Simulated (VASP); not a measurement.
**A VASP 6.6.1 single-point calculation on KMgI3**

INCAR

```
IBRION = -1
GGA = PE
LASPH = .TRUE.
LREAL = .FALSE.
LCHARG = .FALSE.
PREC = Accurate
NELM = 120
SIGMA = 0.02
EDIFF = 1E-7
ISMEAR = -1
ISIF = 2
LWAVE = .FALSE.
ENCUT = 520
NBANDS = 24
NSW = 0
```

KPOINTS

```
KPOINTS created by Atomic Simulation Environment
0
Monkhorst-Pack
4 4 4
0 0 0
```

POSCAR

```
K  Mg I
 1.0000000000000000
     5.8138566057811820   -0.0000000000000000    0.0000000000000000
    -0.0000000000000000    5.8138566057811820    0.0000000000000000
    -0.0000000000000000    0.0000000000000000    5.8138566057811820
 K   Mg  I
   1   1   3
Cartesian
 -0.0000000000000000 -0.0000000000000000  0.0000000000000000
  2.9069283028905910  2.9069283028905910  2.9069283028905910
  2.9069283028905910  2.9069283028905910  0.0000000000000000
  2.9069283028905910 -0.0000000000000000  2.9069283028905910
 -0.0000000000000000  2.9069283028905910  2.9069283028905910
```

The recommended PBE PAW datasets give the neutral cell 32 valence electrons.

Command

```
mpirun -np 1 vasp_std
```

OSZICAR

```
N       E                     dE             d eps       ncg     rms          rms(c)
DAV:   1     0.181353375697E+03    0.18135E+03   -0.12362E+04   192   0.111E+03
DAV:   2     0.869124919719E+00   -0.18048E+03   -0.17261E+03   272   0.208E+02
DAV:   3    -0.125344266144E+02   -0.13404E+02   -0.13342E+02   256   0.539E+01
DAV:   4    -0.131830841772E+02   -0.64866E+00   -0.64825E+00   312   0.110E+01
DAV:   5    -0.131882790142E+02   -0.51948E-02   -0.51944E-02   280   0.103E+00    0.392E+00
DAV:   6    -0.128771408354E+02    0.31114E+00   -0.35370E-01   232   0.219E+00    0.270E+00
DAV:   7    -0.127955819284E+02    0.81559E-01   -0.34435E-01   256   0.220E+00    0.112E+00
DAV:   8    -0.127959517713E+02   -0.36984E-03   -0.27070E-02   280   0.752E-01    0.175E-01
DAV:   9    -0.127958038555E+02    0.14792E-03   -0.89277E-04   248   0.136E-01    0.659E-02
DAV:  10    -0.127958797553E+02   -0.75900E-04   -0.45132E-04   256   0.114E-01    0.177E-02
DAV:  11    -0.127958792640E+02    0.49130E-06   -0.34319E-05   296   0.241E-02    0.787E-03
DAV:  12    -0.127958786236E+02    0.64040E-06   -0.20754E-06   256   0.815E-03    0.283E-03
DAV:  13    -0.127958784091E+02    0.21454E-06   -0.37591E-07   240   0.331E-03    0.885E-04
DAV:  14    -0.127958784294E+02   -0.20342E-07   -0.33879E-08   176   0.111E-03
   1 F= -.12795878E+02 E0= -.12795878E+02  d E =-.130425E-12
```

From OUTCAR

```
k-points           NKPTS =      4   k-points in BZ     NKDIM =      4   number of bands    NBANDS=     24

   NELECT =      32.0000    total number of electrons

   dimension x,y,z NGX =    48 NGY =   48 NGZ =   48
   dimension x,y,z NGXF=    96 NGYF=   96 NGZF=   96

  energy-cutoff  :      520.00
  volume of cell :      196.51
      direct lattice vectors                 reciprocal lattice vectors
     5.813856606  0.000000000  0.000000000     0.172002866  0.000000000  0.000000000
     0.000000000  5.813856606  0.000000000     0.000000000  0.172002866  0.000000000
     0.000000000  0.000000000  5.813856606     0.000000000  0.000000000  0.172002866

 k-points in reciprocal lattice and weights: KPOINTS created by Atomic Simulation Env
   0.12500000  0.12500000  0.12500000       0.125
   0.37500000  0.12500000  0.12500000       0.375
   0.37500000  0.37500000  0.12500000       0.375
   0.37500000  0.37500000  0.37500000       0.125

 E-fermi :   1.8671

 k-point     1 :       0.1250    0.1250    0.1250
  band No.  band energies     occupation
      1     -28.3762      2.00000
      2     -11.8383      2.00000
      3     -11.8360      2.00000
      4     -11.8360      2.00000
      5     -10.4345      2.00000
      6      -9.7300      2.00000
      7      -9.7300      2.00000
      8      -1.8831      2.00000
      9      -1.4007      2.00000
     10      -1.4007      2.00000
     11       0.2920      2.00000
     12       0.3571      2.00000
     13       0.3571      2.00000
     14       0.7129      2.00000
     15       0.9370      2.00000
     16       0.9370      2.00000
     17       3.3399      0.00000
     18       5.3360      0.00000
     19       6.7029      0.00000
     20       6.7029      0.00000
     21       6.8642      0.00000
     22       7.1265      0.00000
     23       7.1265      0.00000
     24       8.8095      0.00000

 k-point     2 :       0.3750    0.1250    0.1250
  band No.  band energies     occupation
      1     -28.3762      2.00000
      2     -11.8454      2.00000
      3     -11.8362      2.00000
      4     -11.8352      2.00000
      5     -10.2686      2.00000
      6      -9.9015      2.00000
      7      -9.7257      2.00000
      8      -2.0612      2.00000
      9      -1.2130      2.00000
     10      -0.8897      2.00000
     11      -0.3947      2.00000
     12      -0.1194      2.00000
     13       0.3842      2.00000
     14       0.6585      2.00000
     15       0.7487      2.00000
     16       0.8703      2.00000
     17       4.5528      0.00000
     18       6.2561      0.00000
     19       6.9006      0.00000
     20       7.3184      0.00000
     21       7.5386      0.00000
     22       7.5589      0.00000
     23       7.9753      0.00000
     24       8.3081      0.00000

 ...

  Total        0.4723644      0.4723644      0.4723644      0.0000000      0.0000000     -0.0000000
  in kB        3.8511890      3.8511890      3.8511890      0.0000000      0.0000000     -0.0000000
  external PRESSURE =       3.8511890 kB  Pullay stress =       0.0000000 kB

 POSITION                                       TOTAL-FORCE (eV/Angst)
 -----------------------------------------------------------------------------------
      0.00000      0.00000      0.00000         0.000000      0.000000      0.000000
      2.90693      2.90693      2.90693         0.000000      0.000000      0.000000
      2.90693      2.90693      0.00000         0.000000      0.000000      0.000000
      2.90693      0.00000      2.90693         0.000000      0.000000      0.000000
      0.00000      2.90693      2.90693         0.000000      0.000000      0.000000
 -----------------------------------------------------------------------------------
    total drift:                               -0.000000      0.000000     -0.000000

  FREE ENERGIE OF THE ION-ELECTRON SYSTEM (eV)
  ---------------------------------------------------
  free  energy   TOTEN  =       -12.7958784294 eV

  energy  without entropy=      -12.7958784294  energy(sigma->0) =      -12.79587843
```

It converged. Results: gap between bands v and c on the k mesh 2.03 eV; least direct gap on the k mesh 2.40 eV; pressure 0.4 GPa. Band v is the last that the valence electrons fill when counted band by band, and c is the next.

The shifted mesh misses Γ, so a band edge there is missed.

For comparison, a separate PBE run of the intended cell, on usual settings and not on those above, gives a gap of 1.21 eV on its mesh and a pressure of 0.4 GPa.

The run above took about 26 s on one core of a shared host (Intel Xeon Platinum 8488C) and held 0.32 GiB at most.
